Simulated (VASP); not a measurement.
All values below come from PBE GGA, VASP's PBE PAW potentials (set 64) (plane waves; VASP).

A VASP calculation is set up with these files.

**POSCAR**
```
Hf
1.0
  1.5565212503  -2.6959738438   0.0000000000
  1.5565212503   2.6959738438   0.0000000000
  0.0000000000   0.0000000000   4.9371809729
Hf
2
Cart
  1.5565212503   0.8986597452   1.2342952432
  1.5565212503  -0.8986597452   3.7028857297
```

### INCAR
```
ALGO = Normal
EDIFF = 1E-6
EDIFFG = -0.02
ENCUT = 500
GGA = PE
IBRION = 2
ISIF = 3
ISMEAR = 1
LASPH = .TRUE.
LCHARG = .FALSE.
LMAXMIX = 6
LREAL = .FALSE.
LWAVE = .FALSE.
NELM = 100
NSW = 40
PREC = Accurate
PSTRESS = 200
SIGMA = 0.1
SYSTEM = Hf
```

**KPOINTS**
```
Regular mesh
0
gamma
13 13 8
```

POTCAR, in this order: Hf_pv (PBE.64 set). Program: vasp_std.

Task: What will the output report for the number of irreducible k-points (NKPTS), largest plane-wave count, number of space-group operations, FFT grid (NGX, NGY, NGZ)?

Result: 
```
Quantity                                       Value
--------------------------------------  ------------
number of irreducible k-points (NKPTS)           105
largest plane-wave count                        1087
number of space-group operations                  24
FFT grid (NGX, NGY, NGZ)                24 × 24 × 36
```

The compound is Hf in the hcp structure. This run relaxes it under an external pressure of 20 GPa. Symmetry was kept, so distortions that lower it aren't found.
